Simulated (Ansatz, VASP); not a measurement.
# Ga2S3 in two plane-wave programs, part 2 of 2

One calculation is typed for both programs; each brings its own data sets. How far apart do they land? The cell is taken from a series of runs on this material, whose earlier steps may have relaxed, scaled, displaced or heated it; both programs get it as it stands.

VASP 6.6.1 and Ansatz 0.2.0.

So far. Step 2 (VASP: single point, LDA): The run ends at a pressure of -2.70 GPa, with forces up to 0.044 eV/Å.

## Step 6: VASP: single point, r2SCAN

Level of this step: r2SCAN; plane waves and PAW (Ga_d, S) (VASP).

The same cell, functional and mesh now go to VASP, with its own data sets.

The input, INCAR:

```
SYSTEM = Ga2S3
PREC = Accurate
ENCUT = 440
EDIFF = 1E-06
NELM = 120
ISMEAR = 0
SIGMA = 0.01
LREAL = .FALSE.
ALGO = Normal
METAGGA = R2SCAN
LASPH = .TRUE.
NBANDS = 28
LORBIT = 11
LWAVE = .FALSE.
LCHARG = .FALSE.
ISIF = 2
GGA_COMPAT = .FALSE.
EFERMI = MIDGAP
LMIXTAU = .TRUE.
KPAR = 2
```

The input, POSCAR:

```
Ga2S3
1.0
   -1.8363377600      5.5706192800      2.6730524600
    1.8363377600     -5.5706192800      2.6730524600
    1.8363377600      5.5706192800     -2.6730524600
Ga S
2 3
Direct
    0.1664207900      0.0073656600      0.1590551300
    0.8483105300      0.0073656600      0.8409448700
    0.9074766600      0.2417238300      0.6657528300
    0.5759710000      0.2417238300      0.3342471700
    0.2518200300      0.2518200300      0.0000000000
```

The input, KPOINTS:

```
Automatic mesh
0
Gamma
8 8 8
0 0 0
```

PAW data sets: Ga_d and S (PBE family, release 64).

Launch:

```console
mpirun -np 2 vasp_std
```

Numbers of over 12 decimals in the logs are rounded to 6 here.

What it wrote:

```text
[banner, memory and clock lines left out]
running    2 mpi-ranks, on    1 nodes
[...]
[... a notice as in an earlier step ...]

 LDA part: xc-table for (None), standard interpolation
 POSCAR, INCAR and KPOINTS ok, starting setup
[...]
entering main loop
       N       E                     dE             d eps       ncg     rms          rms(c)
DAV:   1     0.321165851333E+03    0.32117E+03   -0.19492E+04  5424   0.198E+03
DAV:   2    -0.980961762155E+01   -0.33098E+03   -0.32016E+03  6000   0.475E+02
DAV:   3    -0.556804193738E+02   -0.45871E+02   -0.44930E+02  6256   0.143E+02
DAV:   4    -0.580004680258E+02   -0.23200E+01   -0.23103E+01  7408   0.335E+01
[...]
DAV:  18    -0.509504829328E+02   -0.57330E-05   -0.30493E-05  5692   0.601E-02    0.312E-02
DAV:  19    -0.509504982515E+02   -0.15319E-04   -0.76713E-06  5992   0.263E-02    0.971E-03
DAV:  20    -0.509504991338E+02   -0.88231E-06   -0.65110E-07  3560   0.739E-03
   1 F= -.50950499E+02 E0= -.50950499E+02  d E =0.000000E+00
```

OUTCAR, selected parts (step 6):

```text
  Total       -0.0307328     -0.0840148     -0.0242587      0.0000000      0.0000000      0.0000000
  in kB       -0.4501828     -1.2306734     -0.3553489      0.0000000      0.0000000      0.0000000
  external PRESSURE =      -0.6787350 kB  Pullay stress =       0.0000000 kB

 POSITION                                       TOTAL-FORCE (eV/Angst)
 -----------------------------------------------------------------------------------
      0.00000      1.77207      0.03938        -0.000000      0.005934     -0.011834
      0.00000      9.36917      0.03938         0.000000     -0.005934     -0.011834
      0.00000      7.41731      1.29228        -0.000000      0.002805      0.001436
     -0.00000      3.72393      1.29228        -0.000000     -0.002805      0.001436
      0.00000      0.00000      1.34626        -0.000000     -0.000000      0.020796
 -----------------------------------------------------------------------------------
    total drift:                                0.000013      0.000016     -0.005585

  FREE ENERGIE OF THE ION-ELECTRON SYSTEM (eV)
  ---------------------------------------------------
  free  energy   TOTEN  =       -50.9504991338 eV

  energy  without entropy=      -50.9504991338  energy(sigma->0) =      -50.95049913

[... 1 part as in an earlier step ...]

[... 2 further parts left out ...]
[key lines of the parts left out:]
E-fermi :   4.3610
```

The run ends at a pressure of -0.07 GPa, with forces up to 0.021 eV/Å.

## Step 7: Comparison

What differs besides the data sets and the points named for the pairs above, as far as they apply: VASP keeps PBE cores, Ansatz makes them for the functional; fixed occupations in Ansatz, narrow Gaussian smearing in VASP; the cutoff is 500 eV in Ansatz and 440 eV in VASP. Total energies have different zeros and are not compared.

The two programs side by side:

```
              quantity  Ansatz   VASP  difference
gap on the k mesh (eV)   1.964  1.962      +0.002
```

A gap on the mesh is an upper bound, since the band edges may lie between its points.

## Step 8: VASP: single point, LDA, spin-orbit coupling

A single point takes one fixed geometry, so differences don't come from the geometry; what else differs is listed under the comparison.

The input, INCAR:

```
SYSTEM = Ga2S3
PREC = Accurate
ENCUT = 400
EDIFF = 1E-06
NELM = 200
ISMEAR = -1
SIGMA = 0.02
LREAL = .FALSE.
ALGO = Normal
GGA = PW92
LNONCOLLINEAR = .TRUE.
MAGMOM = 0 0 0 0 0 0 0 0 0 0 0 0 0 0 0
NBANDS = 56
GGA_COMPAT = .FALSE.
LASPH = .TRUE.
LSORBIT = .TRUE.
LORBIT = 11
LWAVE = .FALSE.
LCHARG = .FALSE.
ISIF = 2
EFERMI = MIDGAP
KPAR = 2
```

POSCAR is that of step 6.

KPOINTS is that of step 6.

The projector-augmented-wave data sets are Ga_d and S (LDA family, release 64).

Launch:

```console
mpirun -np 2 vasp_ncl
```

What it wrote:

```text
[banner, memory and clock lines left out]
running    2 mpi-ranks, on    1 nodes
[...]
[... a notice as in an earlier step ...]

 LDA part: xc-table for (Slater(with rela. corr.)+PW92), standard interpolation
 POSCAR, INCAR and KPOINTS ok, starting setup
[...]
entering main loop
       N       E                     dE             d eps       ncg     rms          rms(c)
DAV:   1     0.414779351855E+03    0.41478E+03   -0.16731E+04 20464   0.183E+03
DAV:   2     0.506270783660E+02   -0.36415E+03   -0.34661E+03 20272   0.558E+02
DAV:   3    -0.198610532872E+02   -0.70488E+02   -0.68478E+02 21456   0.170E+02
DAV:   4    -0.254007655749E+02   -0.55397E+01   -0.54991E+01 24808   0.516E+01
[...]
DAV:  12    -0.245621787052E+02    0.74516E-06   -0.11252E-04 23376   0.882E-02    0.521E-02
DAV:  13    -0.245621799427E+02   -0.12375E-05   -0.22434E-05 23504   0.510E-02    0.320E-02
DAV:  14    -0.245621801231E+02   -0.18045E-06   -0.46842E-06 23456   0.370E-02
   1 F= -.24562180E+02 E0= -.24562180E+02  d E =-.134991E-15  mag=    -0.0000     0.0000    -0.0000
```

Parts of OUTCAR (step 8):

```text
  Total       -1.9004976     -1.8630086     -1.7495697      0.0000000      0.0000000      0.0000000
  in kB      -27.8390489    -27.2898987    -25.6282123      0.0000000      0.0000000      0.0000000
  external PRESSURE =     -26.9190533 kB  Pullay stress =       0.0000000 kB

 POSITION                                       TOTAL-FORCE (eV/Angst)
 -----------------------------------------------------------------------------------
      0.00000      1.77207      0.03938        -0.000000      0.032704      0.007303
      0.00000      9.36917      0.03938        -0.000000     -0.032704      0.007303
      0.00000      7.41731      1.29228        -0.000000      0.027049      0.015300
     -0.00000      3.72393      1.29228         0.000000     -0.027049      0.015300
      0.00000      0.00000      1.34626         0.000000      0.000000     -0.045207
 -----------------------------------------------------------------------------------
    total drift:                                0.000000      0.000000      0.000140

  FREE ENERGIE OF THE ION-ELECTRON SYSTEM (eV)
  ---------------------------------------------------
  free  energy   TOTEN  =       -24.5621801231 eV

  energy  without entropy=      -24.5621801231  energy(sigma->0) =      -24.56218012

 magnetization (x)
# of ion       s       p       d       tot
------------------------------------------
    1        0.000  -0.000  -0.000  -0.000
    2       -0.000   0.000   0.000   0.000
    3       -0.000   0.000   0.000   0.000
    4        0.000  -0.000   0.000  -0.000
    5        0.000   0.000   0.000   0.000
--------------------------------------------------
tot         -0.000   0.000  -0.000   0.000

 magnetization (y)
# of ion       s       p       d       tot
------------------------------------------
    1        0.000   0.000   0.000   0.000
    2        0.000   0.000  -0.000  -0.000
    3        0.000   0.000   0.000   0.000
    4        0.000  -0.000   0.000  -0.000
    5        0.000   0.000   0.000   0.000
--------------------------------------------------
tot          0.000   0.000   0.000   0.000

 magnetization (z)
# of ion       s       p       d       tot
------------------------------------------
    1        0.000  -0.000   0.000  -0.000
    2        0.000   0.000   0.000   0.000
    3        0.000  -0.000   0.000  -0.000
    4        0.000   0.000   0.000   0.000
    5        0.000  -0.000   0.000  -0.000
--------------------------------------------------
tot          0.000  -0.000   0.000  -0.000

[... 1 part as in an earlier step ...]

[... 2 further parts left out ...]
[key lines of the parts left out:]
E-fermi :   4.1135
```

The run ends at a pressure of -2.69 GPa, with forces up to 0.045 eV/Å.

## Step 9: Ansatz: single point, LDA, spin-orbit coupling

The same cell, functional (in two slightly different forms), mesh and smearing now go to Ansatz, which takes its cutoff from its data sets.

The cell is taken from a series of runs on this material, whose earlier steps may have relaxed, scaled, displaced or heated it; both programs get it as it stands.

The input, input.yaml:

```yaml
crystal:
  lattice:
    - [-1.83633776, 5.57061928, 2.67305246]
    - [1.83633776, -5.57061928, 2.67305246]
    - [1.83633776, 5.57061928, -2.67305246]
  atoms:
    - { symbol: Ga, position: [0.16642079, 0.00736566, 0.15905513] }
    - { symbol: Ga, position: [0.84831053, 0.00736566, 0.84094487] }
    - { symbol: S, position: [0.90747666, 0.24172383, 0.66575283] }
    - { symbol: S, position: [0.575971, 0.24172383, 0.33424717] }
    - { symbol: S, position: [0.25182003, 0.25182003, 0.0] }
kpoints:
  mp_grid: { grid: [8, 8, 8] }
  band_path:
    path:
      - [0.0, 0.0, 0.0]
      - [0.5, -0.5, 0.5]
      - [0.27716678, -0.27716678, 0.72283322]
      - [-0.27716678, 0.27716678, 0.27716678]
      - [0.30756361, 0.30756361, -0.30756361]
      - [0.69243639, -0.30756361, 0.30756361]
      - [0.0, 0.5, 0.0]
      - [0.25, 0.25, 0.25]
    npoints: 1
hamiltonian:
  xc: lda
  pseudopotentials: { kind: paw_fr, azcp: { folder: soft_1 }, xc_functional: pbe }
scf:
  occupations: { method: fermi_dirac, width: 0.02 }
  n_extra_bands: 10
magnetization:
  noncollinear: true
  spin_orbit: true
output:
  eigenvalues: true
```

Launch:

```console
ansatz run input.yaml --threads 2 --pin off --max-ram 73728MiB --backend cuda --events-out ev --progress --plain --runs-dir out --devices 1 --max-vram 13GiB
```

What it wrote:

```text
[...]
GPUs: using 1 of 1 available (devices: 1).
[...]
non-collinear run that drives no moment, with spin-orbit: no starting moment large enough to seed its density (crystal.atoms[].spin), no starting occupations that ask for one, no magnetisation constraint and no magnetic field, so the semilocal B_xc is pinned to zero
[...]
GPU FFT provider: cuFFT
[...]
k-point 0: bands = [... 40 lower, 4.5042, 4.5042, 5.3757, 5.3757, 6.7569, 6.7569, 7.9368, 7.9368, ... 6 higher]
  k-point 1: bands = [... 40 lower, 4.2994, 4.3261, 4.8990, 4.9114, 7.4711, 7.4718, 8.7222, 8.7322, ... 6 higher]
  k-point 2: bands = [... 40 lower, 3.8940, 3.9310, 4.3149, 4.3393, 8.1848, 8.1944, 9.1361, 9.1657, ... 6 higher]
  k-point 94: bands = [... 40 lower, 3.5550, 3.5550, 5.5062, 5.5062, 7.5060, 7.5060, 7.7430, 7.7430, ... 6 higher]
[key lines of the parts left out:]
SCF converged after 10 iterations
Magnetization: |M| = 0.0000 μB,  M = (+0.0000, +0.0000, +0.0000) μB
Free energy (F): -10026.011427 eV
Fermi energy:    6.142047 eV
```

## Step 10: Comparison

What differs besides the data sets and the points named for the pairs above, as far as they apply: spin-orbit coupling enters by fully relativistic files in Ansatz and inside the spheres in VASP. Total energies have different zeros and are not compared.

The two programs side by side:

```
              quantity  Ansatz   VASP  difference
gap on the k mesh (eV)   1.251  1.278      -0.027
```

A gap on the mesh is an upper bound, since the band edges may lie between its points.

## Step 11: What came out

```
difference in gap on the k mesh (single point, LDA)                      : -0.028 eV
difference in gap on the k mesh (single point, r2SCAN)                   : 0.0024 eV
difference in gap on the k mesh (single point, LDA, spin-orbit coupling) : -0.027 eV
```

**Reading.** The difference in gap on the k mesh is -0.028 eV (single point, LDA), within the 0.08 eV picked in this series as the mark of a large difference. How closely two codes agree says nothing of how well the functional describes the real material.

[Lines on the potential files, build, host, timing and source positions are cut from VASP's logs without a mark.]

[Logs are printed without paths, hosts, clocks, repeated set-up lines and the standing remarks that a program may print on its own settings, such as how far it seeks lower states.]

[Hosts, paths, dates, database ids (printed as entryN), source tags and the programs' standing remarks are cut or masked in the printed files.]
